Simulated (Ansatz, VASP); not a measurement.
# Sb (Antimony) in two plane-wave programs

Aim: how closely do two programs agree when they are given the same cell, functional and k mesh? The cell is taken from a series of runs on this material, whose earlier steps may have relaxed, scaled, displaced or heated it; both programs get it as it stands.

Calculated with Ansatz 0.2.0; plane waves, with VASP 6.6.1 beside it; zone-centre phonons at LDA.

### Step 1. Starting point

Symmetry: R-3m, No. 166, trigonal system. The conventional cell has a = 4.295 Å, b = 4.295 Å, c = 10.964 Å, α = 90.00°, β = 90.00°, γ = 120.00°. Nearest to Sb lie 3 Sb at 2.91 Å.

### Step 2. VASP: zone-centre phonons, LDA

Second derivatives magnify differences that forces hide, and they need a tight electronic threshold.

Lines of VASP's logs that name or quote its potential files are left out, and so is its time.

Contents of INCAR:

```
SYSTEM = Sb
PREC = Accurate
ENCUT = 500
EDIFF = 1E-08
NELM = 120
ISMEAR = 1
SIGMA = 0.2
LREAL = .FALSE.
ALGO = Normal
GGA = CA
NBANDS = 11
LORBIT = 11
LWAVE = .FALSE.
LCHARG = .FALSE.
ISIF = 2
IBRION = 8
LASPH = .TRUE.
GGA_COMPAT = .FALSE.
KPAR = 2
```

Contents of POSCAR:

```
Sb
1.0
    2.1476585841      1.2399512617      3.6547254713
   -2.1476585841      1.2399512617      3.6547254713
    0.0000000000     -2.4799025234      3.6547254713
Sb
2
Direct
    0.2358029932      0.2358029932      0.2358029932
    0.7641970068      0.7641970068      0.7641970068
```

Contents of KPOINTS:

```
Automatic mesh
0
Gamma
12 12 12
0 0 0
```

Potentials, in the order of the species: Sb (LDA family, release 64).

Launch:

```console
$ mpirun -np 2 vasp_std
```

Numbers of over 12 decimals in the logs are rounded to 6 here.

Output:

```text
[banner, memory and clock lines left out]
running    2 mpi-ranks, on    1 nodes
 distrk:  each k-point on    1 cores,    2 groups
 distr:  one band on    1 cores,    1 groups

 POSCAR found type information on POSCAR Sb
 POSCAR found :  1 types and       2 ions
 LDA part: xc-table for (Slater(with rela. corr.)+CA(PZ))
 , standard interpolation
 POSCAR, INCAR and KPOINTS ok, starting setup
 FFT: planning ... GRIDC
 FFT: planning ... GRID_SOFT
 FFT: planning ... GRID
 WAVECAR not read
 entering main loop
       N       E                     dE             d eps       ncg     rms          rms(c)
DAV:   1     0.365985053258E+02    0.36599E+02   -0.35324E+03  4158   0.695E+02
DAV:   2    -0.767943768106E+01   -0.44278E+02   -0.43152E+02  5730   0.114E+02
DAV:   3    -0.963495918414E+01   -0.19555E+01   -0.19433E+01  5079   0.276E+01
DAV:   4    -0.965237332430E+01   -0.17414E-01   -0.17411E-01  4661   0.310E+00
DAV:   5    -0.965258565197E+01   -0.21233E-03   -0.21233E-03  4892   0.378E-01    0.324E+00
DAV:   6    -0.963653068755E+01    0.16055E-01   -0.36059E-03  4632   0.324E-01    0.193E+00
DAV:   7    -0.962755055187E+01    0.89801E-02   -0.77096E-03  4533   0.469E-01    0.550E-02
DAV:   8    -0.962755974953E+01   -0.91977E-05   -0.21769E-04  4668   0.105E-01    0.179E-02
DAV:   9    -0.962756356871E+01   -0.38192E-05   -0.15094E-05  4746   0.240E-02    0.657E-03
DAV:  10    -0.962756320894E+01    0.35977E-06   -0.17297E-06  4698   0.729E-03    0.964E-04
DAV:  11    -0.962756324253E+01   -0.33589E-07   -0.15874E-07  4734   0.246E-03    0.359E-04
DAV:  12    -0.962756324281E+01   -0.28018E-09   -0.10050E-08  2835   0.556E-04
   1 F= -.96275632E+01 E0= -.96283636E+01  d E =0.240099E-02
 Linear response reoptimize wavefunctions to high precision
DAV:   1    -0.962756324304E+01   -0.22720E-09   -0.17297E-09  3780   0.284E-04
DAV:   2    -0.962756324304E+01   -0.46043E-11   -0.12416E-10  2427   0.838E-05
 Linear response DOF=           2
 Linear response progress:
  Degree of freedom:   1/  2
       N       E                     dE             d eps       ncg     rms          rms(c)
RMM:   1    -0.260266107555E-01   -0.26027E-01    0.21288E-02 38908   0.122E+00
RMM:   2    -0.256492106184E-01    0.37740E-03   -0.17620E-03 30097   0.253E-01    0.495E-02
RMM:   3    -0.256489102589E-01    0.30036E-06   -0.52742E-05 31750   0.416E-02    0.291E-02
RMM:   4    -0.256946166330E-01   -0.45706E-04   -0.26382E-05 31880   0.202E-02    0.236E-03
RMM:   5    -0.257004991888E-01   -0.58826E-05   -0.22166E-06 32504   0.382E-03    0.103E-03
RMM:   6    -0.257018799764E-01   -0.13808E-05    0.15096E-07 31023   0.920E-04    0.314E-04
RMM:   7    -0.257010447232E-01    0.83525E-06    0.22707E-07 33082   0.234E-04    0.882E-05
RMM:   8    -0.257010228071E-01    0.21916E-07    0.45163E-08 33810   0.492E-05    0.199E-05
RMM:   9    -0.257010198574E-01    0.29496E-08   -0.86433E-09 33604   0.149E-05    0.193E-06
 first order change of Fermi-energy  -0.19767E-04
 force on displaced ion       1 direction 1 :  -2.042   0.000   0.000
 Linear response progress:
  Degree of freedom:   2/  2
       N       E                     dE             d eps       ncg     rms          rms(c)
RMM:   1    -0.270874749266E-01   -0.27087E-01    0.14136E-02  8131   0.123E+00
RMM:   2    -0.257880789939E-01    0.12994E-02   -0.17353E-03  6482   0.263E-01    0.485E-02
RMM:   3    -0.256896836227E-01    0.98395E-04   -0.47223E-05  6904   0.455E-02    0.290E-02
RMM:   4    -0.256205718713E-01    0.69112E-04   -0.27741E-05  6730   0.252E-02    0.713E-03
RMM:   5    -0.256277840104E-01   -0.72121E-05   -0.85462E-07  6963   0.520E-03    0.248E-03
RMM:   6    -0.256295077702E-01   -0.17238E-05   -0.58738E-08  7027   0.108E-03    0.795E-04
RMM:   7    -0.256287939675E-01    0.71380E-06    0.11898E-08  7085   0.334E-04    0.209E-04
RMM:   8    -0.256288247512E-01   -0.30784E-07    0.31122E-09  7188   0.572E-05    0.267E-05
RMM:   9    -0.256288452335E-01   -0.20482E-07   -0.10635E-09  7199   0.221E-05    0.154E-05
RMM:  10    -0.256288436251E-01    0.16084E-08    0.67816E-10  7280   0.891E-06    0.315E-06
 first order change of Fermi-energy  -0.45821E+00
 force on displaced ion       1 direction 3 :   0.000  -0.000  -4.742
 Linear response finished
```

OUTCAR, selected parts (step 2):

```text
ion  position               nearest neighbor table
   1  0.236  0.236  0.236-   2 2.91   2 2.91   2 2.91   2 3.27   2 3.27   2 3.27
   2  0.764  0.764  0.764-   1 2.91   1 2.91   1 2.91   1 3.27   1 3.27   1 3.27

  LATTYP: Found a trigonal (rhomboedric) cell.
 ALAT       =     4.4166655744
 COS(alpha) =     0.5270976766

 Subroutine GETGRP returns: Found 12 space group operations
 (whereof 12 operations were pure point group operations)

The static configuration has the point symmetry D_3d.

 Found    189 irreducible k-points:

   k-points           NKPTS =    189   k-points in BZ     NKDIM =    189   number of bands    NBANDS=     11

   dimension x,y,z NGX =    32 NGY =   32 NGZ =   32
   dimension x,y,z NGXF=    64 NGYF=   64 NGZF=   64

   ENCUT  =  500.0 eV  36.75 Ry    6.06 a.u.   8.05  8.05  8.05*2*pi/ulx,y,z

   NELECT =      10.0000    total number of electrons

 k-points in reciprocal lattice and weights: Automatic mesh
   0.00000000  0.00000000  0.00000000       0.001
   0.08333333  0.00000000 -0.00000000       0.003
   0.16666667 -0.00000000  0.00000000       0.003
   0.25000000  0.00000000 -0.00000000       0.003
   0.33333333  0.00000000 -0.00000000       0.003
   0.41666667  0.00000000 -0.00000000       0.003
   0.50000000  0.00000000 -0.00000000       0.002
   0.08333333  0.08333333 -0.00000000       0.003
   0.16666667  0.08333333 -0.00000000       0.007
[...]
-0.41666667  0.50000000  0.41666667       0.003
   0.50000000  0.50000000  0.50000000       0.001

 average (electrostatic) potential at core
       1 -86.3694       2 -86.3694

  Total        0.1142270      0.1142270      0.0794401     -0.0000000      0.0000000      0.0000000
  in kB        3.1340324      3.1340324      2.1795877     -0.0000000      0.0000000      0.0000000
  external PRESSURE =       2.8158842 kB  Pullay stress =       0.0000000 kB

  energy-cutoff  :      500.00
  volume of cell :       58.40
      direct lattice vectors                 reciprocal lattice vectors
     2.147658584  1.239951262  3.654725471     0.232811679  0.134413885  0.091206121
    -2.147658584  1.239951262  3.654725471    -0.232811679  0.134413885  0.091206121
     0.000000000 -2.479902523  3.654725471     0.000000000 -0.268827771  0.091206121

 POSITION                                       TOTAL-FORCE (eV/Angst)
 -----------------------------------------------------------------------------------
      0.00000      0.00000      2.58539         0.000000      0.000000      0.065014
      0.00000      0.00000      8.37879         0.000000      0.000000     -0.065014
 -----------------------------------------------------------------------------------
    total drift:                                0.000000      0.000000      0.000000

 Eigenvectors and eigenvalues of the dynamical matrix
 ----------------------------------------------------

   1 f  =    4.363444 THz    27.416326 2PiTHz  145.548821 cm-1    18.045746 meV
             X         Y         Z           dx          dy          dz
      0.000000  0.000000  2.585386     0.000000    0.000000    0.707107
      0.000000  0.000000  8.378791    -0.000000    0.000000   -0.707107

   2 f  =    2.863580 THz    17.992404 2PiTHz   95.518749 cm-1    11.842810 meV
             X         Y         Z           dx          dy          dz
      0.000000  0.000000  2.585386    -0.000000   -0.707107   -0.000000
      0.000000  0.000000  8.378791    -0.000000    0.707107    0.000000

   3 f  =    2.863580 THz    17.992404 2PiTHz   95.518749 cm-1    11.842810 meV
             X         Y         Z           dx          dy          dz
      0.000000  0.000000  2.585386     0.707107    0.000000   -0.000000
      0.000000  0.000000  8.378791    -0.707107   -0.000000    0.000000

   4 f  =    0.000000 THz     0.000000 2PiTHz    0.000001 cm-1     0.000000 meV
             X         Y         Z           dx          dy          dz
      0.000000  0.000000  2.585386     0.501907    0.498086   -0.000000
      0.000000  0.000000  8.378791     0.501907    0.498086    0.000000

   5 f  =    0.000000 THz     0.000000 2PiTHz    0.000000 cm-1     0.000000 meV
             X         Y         Z           dx          dy          dz
      0.000000  0.000000  2.585386     0.000000    0.000000    0.707107
      0.000000  0.000000  8.378791    -0.000000    0.000000    0.707107

   6 f/i=    0.000000 THz     0.000000 2PiTHz    0.000001 cm-1     0.000000 meV
             X         Y         Z           dx          dy          dz
      0.000000  0.000000  2.585386     0.498086   -0.501907   -0.000000
      0.000000  0.000000  8.378791     0.498086   -0.501907    0.000000

 ELASTIC MODULI CONTR FROM IONIC RELAXATION (kBar)
 Direction    XX          YY          ZZ          XY          YZ          ZX
 --------------------------------------------------------------------------------
 XX        -101.0264    -80.4849   -142.9611      0.0000     44.2817     -0.0000
 YY         -80.4849   -101.0264   -142.9611     -0.0000    -44.2817      0.0000
 ZZ        -142.9611   -142.9611   -225.1967     -0.0000     -0.0000      0.0000
 XY           0.0000     -0.0000     -0.0000    -10.2708     -0.0000     41.8921
 YZ          44.2817    -44.2817     -0.0000     -0.0000   -190.9174      0.0000
 ZX          -0.0000      0.0000      0.0000     41.8921      0.0000   -170.8685
 --------------------------------------------------------------------------------
```

### Step 3. Ansatz: zone-centre phonons, LDA

Ansatz runs on its PAW soft_1 files.

The same cell, functional (in two slightly different forms), mesh and smearing now go to Ansatz, which takes its cutoff from its data sets.

Contents of input.yaml:

```yaml
crystal:
  lattice:
    - [2.1476585841, 1.2399512617, 3.6547254713]
    - [-2.1476585841, 1.2399512617, 3.6547254713]
    - [0.0, -2.4799025234, 3.6547254713]
  atoms:
    - { symbol: Sb, position: [0.2358029932, 0.2358029932, 0.2358029932] }
    - { symbol: Sb, position: [0.7641970068, 0.7641970068, 0.7641970068] }
kpoints:
  mp_grid: { grid: [12, 12, 12] }
hamiltonian:
  xc: lda
  pseudopotentials: { kind: paw, azcp: { folder: soft_1 }, xc_functional: pbe }
scf:
  occupations: { method: methfessel_paxton, width: 0.2 }
output:
  eigenvalues: true
phonons:
  method: dfpt
```

Launch:

```console
$ ansatz run input.yaml --threads 8 --pin off --max-ram 16384MiB --backend cpu --events-out ev --progress --plain --runs-dir out
```

Output:

```text
Engine: ansatz 0.2.0, aarch64-unknown-linux-gnu
Pseudopotentials: kind: paw
Pseudopotential: Sb, paw, valence charge 15, recommended cutoff 420 eV (normal), soft_1/Sb.paw.azcp
Functional definition: SPW92
  exchange = slater_x
  correlation = pw_c
Crystal: 2 atoms, lattice volume = 58.395 Å³
Basis set: ecut = 420 eV, 1153 PW (Γ), exchange–correlation on 60×60×60 points (8 copies of the dense FFT grid, shifted against one another)
Bands: 19, of which v1, the nominal top of the filled ones, is band 15 counted from 1 (14 counted from 0)
Symmetry: 12 space group operations
k-points: 476 of 1728 (irreducible under 2 space group operations, time reversal used)
Non-local potential: Sb, projectors of the file, l = 0: 2, l = 1: 2, l = 2: 2, l = 3: 1
PAW form: soft (Blöchl's): semilocal exchange-correlation on the pseudo side does not see the compensation charge
PAW frozen core: Sb, regenerated for the run's functional, and the local potential with it (the file was generated under x = pbe(κ = 0.804, μ = 0.219515), c = pbe(β = 0.066725))
PAW one-centre angular grid: Sb, 590 points (default); XC on 64 Gauss nodes
Initial density: superposition of atomic densities (chi_scale 0.1, normalization cell)
Initial wavefunctions: pseudopotential atomic-orbital guess
Functional: x = slater, c = lda
SCF iter   1: F=—  HF=-12671.795171 eV  |F-HF|=—  |Δ(HF+E_count)|=         —  Δρ=1.50e-2  dr2=1.07e-1  ethr=3.10e-3  ⟨swp⟩=6.0  Hψ=48197  notcnv=0
preconditioner: auto → Kerker (q_TF=auto, 2.442 Å⁻¹)  [metal: Δε(μ)=0.110 eV  Ē_g=8.838 eV  σ=0.200 eV  W_gap=0.42  n_scr=14 (ndim 8)  ℏωp=15.4 eV  f_vac=0.000  D(μ)=0.14/eV (n_scr^D=0)]
SCF iter   2: F=—  HF=-12671.777343 eV  |F-HF|=—  |Δ(HF+E_count)|=   1.78e-2  S|Δr|=    0.00e0  Δρ=9.53e-3  dr2=4.65e-2  ethr=3.58e-4  ⟨swp⟩=1.1  Hψ=12923  notcnv=0
SCF iter   3: F=—  HF=-12671.768103 eV  |F-HF|=—  |Δ(HF+E_count)|=   9.24e-3  S|Δr|=    0.00e0  Δρ=1.42e-3  dr2=1.94e-3  ethr=1.55e-4  ⟨swp⟩=1.8  Hψ=14375  notcnv=0
SCF iter   4: F=—  HF=-12671.767909 eV  |F-HF|=—  |Δ(HF+E_count)|=   1.94e-4  S|Δr|=    0.00e0  Δρ=4.90e-4  dr2=2.22e-4  ethr=6.46e-6  ⟨swp⟩=1.5  Hψ=10592  notcnv=0
SCF iter   5: F=—  HF=-12671.767922 eV  |F-HF|=—  |Δ(HF+E_count)|=   1.36e-5  S|Δr|=    0.00e0  Δρ=1.08e-4  dr2=6.05e-6  ethr=7.38e-7  ⟨swp⟩=2.1  Hψ=11274  notcnv=0
SCF iter   6: F=—  HF=-12671.767921 eV  |F-HF|=—  |Δ(HF+E_count)|=   1.76e-6  S|Δr|=    0.00e0  Δρ=2.87e-5  dr2=3.09e-7  ethr=2.02e-8  ⟨swp⟩=2.0  Hψ=16226  notcnv=0
SCF iter   7: F=—  HF=-12671.767921 eV  |F-HF|=—  |Δ(HF+E_count)|=   6.65e-8  S|Δr|=    0.00e0  Δρ=8.77e-6  dr2=3.46e-8  ethr=1.03e-9  ⟨swp⟩=2.0  Hψ=16282  notcnv=0
SCF iter   8: F=—  HF=-12671.767921 eV  |F-HF|=—  |Δ(HF+E_count)|=  1.20e-10  S|Δr|=    0.00e0  Δρ=1.69e-6  dr2=2.82e-9  ethr=1.15e-10  ⟨swp⟩=2.9  Hψ=16421  notcnv=0
SCF iter   9: F=—  HF=-12671.767921 eV  |F-HF|=—  |Δ(HF+E_count)|=  8.37e-11  S|Δr|=    0.00e0  Δρ=4.98e-7  dr2=2.10e-10  ethr=9.41e-12  ⟨swp⟩=2.0  Hψ=10614  notcnv=0
SCF iter  10: F=—  HF=-12671.767921 eV  |F-HF|=—  |Δ(HF+E_count)|=  4.37e-11  S|Δr|=    0.00e0  Δρ=1.59e-7  dr2=1.35e-11  ethr=1.00e-12  ⟨swp⟩=2.1  Hψ=15681  notcnv=0
SCF iter  11: F=-12671.767921 eV  HF=-12671.767921 eV  |F-HF|=3.64e-12  |Δ(HF+E_count)|=  3.64e-12  S|Δr|=    0.00e0  Δρ=5.97e-8  dr2=2.27e-12  ethr=1.00e-12  ⟨swp⟩=5.3  Hψ=39293  notcnv=0
SCF 1 converged in 11 iterations: F = -12671.767921 eV  dr2 = 2.27e-12
  greatest PAW one-centre occupation: 0.997 electrons in one spin orbital (limit 2), on the Sb atom at site 1 (counted from 0), in its partial waves of l = 2
DFPT response loops at Γ: preconditioner auto → Kerker (q_TF=auto, 2.442 Å⁻¹) (partly filled bands, converged f_vac=0.000); β = 1.00, the filter's whole step (`scf.mixing.beta` (0.50) is not read by the response loops under this deck's `scf.mixing.preconditioner`; to damp them name `kerker` or `kerker_dos`, under which they read `scf.mixing.beta`, and type it under 1.00, their step now; both keys bind the ground state too); Broyden in place of MSR1
SCF converged after 11 iterations
Stability not checked: this state was not tested for a lower state beside it, because cold or Methfessel-Paxton smearing, or corrected tetrahedra, fill the levels in a way that the test cannot read (fill_not_monotonic; see scf.lower_state_search)
Free energy (F): -12671.767921 eV
Harris-Foulkes:  -12671.767921 eV  (|F-HF|=3.64e-12)
Internal energy: -12671.770317 eV  (E = F + TS)
E sigma→0 (E₀):  -12671.768520 eV
Entropy (-TS):   0.002396 eV (1.198 meV/atom)
Fermi energy:    10.434228 eV
--- Per-component energies (eV) ---
  E_band       = -325.276548
  E_kinetic    = 328.808504
  E_local      = -3116.466186  (includes V_loc(G=0)·N_el)
  E_nonlocal   = 787.601704
  E_hartree    = 1288.341597
  E_xc         = -198.071098
  E_vxc        = -183.703468  (∫ρ·V_xc dr)
  E_paw        = -8789.636718  (= ΣΔE_a)
  E_vpaw       = -718.200544  (= ΣTr[D̂ρ^β])
  E_aug_tail   = 0.000249  (compensation charges beyond the density's cutoff)
  E_ewald      = -2973.465991
  E_core_change = 1.117622  (= ΣΔE_core)
  E_smearing   = 0.002396  (= −TS)
  E_closure    = -0.000000  (closes the sum)
  Σ components = -12671.767921   (vs F -12671.767921, Δ=0.00e0)
--- Band table (eV; the first three rows and the last of 476) ---
  k-point 0: bands = [... 11 lower, 5.7009, 8.4750, 8.6093, 8.6093, 12.8145, 13.3029, 13.3029, 15.5267]
  k-point 1: bands = [... 11 lower, 5.3135, 8.4972, 8.6009, 8.7998, 12.7200, 13.0758, 13.0765, 15.2112]
  k-point 2: bands = [... 11 lower, 4.4298, 8.5182, 8.5857, 9.1709, 12.3465, 12.5156, 12.5367, 15.0537]
  k-point 475: bands = [... 11 lower, 1.1844, 9.1852, 9.1852, 9.9775, 10.4034, 10.4034, 11.4003, 17.8319]
--- Phonons (Γ-DFPT): 2 representative perturbations + reference, on 476 of 1728 k-points (Σ response iterations 6) ---
  k mesh reduced under 2 symmetry operations, with k and −k counted as one. Each operation leaves every solved perturbation unchanged. A smaller set is not used because it would not reduce the number of displacements times k-points to solve
  ASR residual: 3.354e-5 → 0.000e0 eV/Å²; symmetrization residual: 1.575e-5 eV/Å²
  ASR residual per site (eV/Å²): 3.35e-5 3.35e-5
  Γ frequencies (cm⁻¹): 0.00 0.00 0.00 91.24 91.24 142.55
  non-analytic LO–TO correction: not included (Born effective charges unavailable; polar crystals: no LO–TO splitting at Γ)
```

The column dr2 measures how far the density is from self-consistency, as an energy; F and HF (Harris–Foulkes) agree once it is small.

### Step 4. Comparison

Known differences besides the potentials themselves: the two LDA forms differ slightly; the data sets hold 30 valence electrons in Ansatz (on its PAW soft_1 files) and 10 in VASP; the cutoff is 420 eV in Ansatz and 500 eV in VASP; VASP's log shows a relativistic correction to its local exchange, Ansatz's none. Total energies have different zeros and are not compared.

Both answers:

```
                  quantity  Ansatz   VASP  difference
optical mode 1 to 2 (cm⁻¹)    91.2   95.5     -4.48 %
     optical mode 3 (cm⁻¹)   142.6  145.5     -2.06 %
```

Modes are paired by rising frequency, not by their patterns, so a pair may set unlike modes beside each other; they are those without the splitting of longitudinal modes.

### Step 5. Summary of results

```
r.m.s. difference of the optical zone-centre modes, each program's sorted by frequency (zone-centre phonons, LDA) : 3.9 cm⁻¹
difference in optical mode 1 to 2 (zone-centre phonons, LDA)                                                      : -4.5 %
```

The r.m.s. difference of the optical zone-centre modes, each program's sorted by frequency is 3.9 cm⁻¹ (zone-centre phonons, LDA). The data sets hold unlike numbers of valence electrons (30 in Ansatz and 10 in VASP), so part of the differences comes from the potentials. Among the rows given in per cent, the largest difference of the zone-centre phonons, LDA pair is in optical mode 1 to 2, -4.5 %. Such differences can come from data sets, numerical settings and the points named under the comparisons, not from the functional's error against experiment.

[Lines on the potential files, build, host, timing and source positions are cut from VASP's logs without a mark.]

[Logs are printed without paths, hosts, clocks, repeated set-up lines and the standing remarks that a program may print on its own settings, such as how far it seeks lower states.]

[Hosts, paths, dates, database ids (printed as entryN), source tags and the programs' standing remarks are cut or masked in the printed files.]
